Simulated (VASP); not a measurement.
VASP input:

KPOINTS:
```
K-points
0
Gamma
  14 14 13
0 0 0
```

### INCAR
```
# general
SYSTEM   =  WC
PREC     =  Accurate
ENCUT    =  620   # plane-wave cut-off (eV)
LREAL    =  F
LASPH    =  T

# electronic loop
EDIFF    =  1E-6
NELM     =  100
ALGO     =  Normal
LMAXMIX  =  6

# smearing
ISMEAR   =  1   # Methfessel-Paxton
SIGMA    =  0.1

# functional
GGA      =  PE   # PBE

# ions
IBRION   =  2
NSW      =  40   # most ionic steps
ISIF     =  3
EDIFFG   =  -0.02

# output
LWAVE    =  F
LCHARG   =  F
```

**POSCAR**
```
WC
1
    1.4619805406    -2.5322246521    -0.0000000000
    1.4619805406     2.5322246521    -0.0000000000
    0.0000000000     0.0000000000     2.8509122777
W C
1 1
Direct
  0.0000000000   0.0000000000   1.0000000000
  0.3333330000   0.6666670000   0.5000000000
```

POTCAR, in this order: W_sv C (PBE.64 set). Program: vasp_std.

Question: Translate this PBE calculation to Quantum ESPRESSO's pw.x.

Answer: One equivalent input (not run):
```
&CONTROL
  calculation = 'vc-relax'
  pseudo_dir = './pseudo'
  outdir = './out'
  tprnfor = .true.
  tstress = .true.
  nstep = 40
  forc_conv_thr = 0.00078
/
&SYSTEM
  ibrav = 0
  nat = 2
  ntyp = 2
  ecutwfc = 82
  occupations = 'smearing'
  smearing = 'methfessel-paxton'
  degauss = 0.00735
  input_dft = 'pbe'
/
&ELECTRONS
  conv_thr = 7.3e-08
  electron_maxstep = 100
/
&IONS
/
&CELL
/
ATOMIC_SPECIES
  W 183.840 W.upf
  C 12.011 C.upf
CELL_PARAMETERS angstrom
     1.4619805   -2.5322247   -0.0000000
     1.4619805    2.5322247   -0.0000000
     0.0000000    0.0000000    2.8509123
ATOMIC_POSITIONS crystal
  W    0.0000000  0.0000000  1.0000000
  C    0.3333330  0.6666670  0.5000000
K_POINTS automatic
  14 14 13 0 0 0
```
Limits of the translation: the potentials are each code's own (VASP's PAW set, PseudoDojo norm-conserving files in pw.x), so ENCUT and ecutwfc are chosen apart and not converted; conv_thr bounds pw.x's estimated SCF error, while EDIFF bounds the energy change between steps; forc_conv_thr acts on force components and is met together with etot_conv_thr.

The compound is WC in the wc structure. It was relaxed first.
